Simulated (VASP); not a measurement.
Here is the system:

```yaml
crystal:
  lattice:
    - [2.19166, 1.26535, 7.18835]
    - [-2.19166, 1.26535, 7.18835]
    - [0.00000, -2.53071, 7.18835]
  atoms:
    - { symbol: Zn, position: [0.50089, 0.50089, 0.50089] }
    - { symbol: Cd, position: [0.99839, 0.99839, 0.99839] }
    - { symbol: Te, position: [0.87019, 0.87019, 0.87019] }
    - { symbol: Te, position: [0.38052, 0.38052, 0.38052] }
```

The numbers are results of LDA (Ceperley-Alder, Perdew-Zunger), VASP's LDA PAW potentials (set 64) (plane waves; VASP 6.6.1), not measurements. Numerical set-up: 400 eV cut-off, 7×7×7 Γ-centred mesh, tetrahedra with Blöchl corrections, potentials Zn Cd Te.

The cores are frozen, which limits the accuracy of field gradients.

Q: Give the principal components of the electric field gradient (V/Å²) and the asymmetry η at each nucleus.

A: 
| atom | Vxx | Vyy | Vzz | η |
|---|---|---|---|---|
| Zn1 | 2.4 | 2.4 | -4.9 | 0.00 |
| Cd2 | 1.6 | 1.6 | -3.3 | 0.00 |
| Te3 | 16.9 | 16.9 | -33.8 | 0.00 |
| Te4 | -28.1 | -28.1 | 56.2 | 0.00 |

The structure comes from a computed database's ZnCdTe2 entry (R3m); how it stands against other phases isn't given here. It was relaxed first, which changed the volume by -9 %.
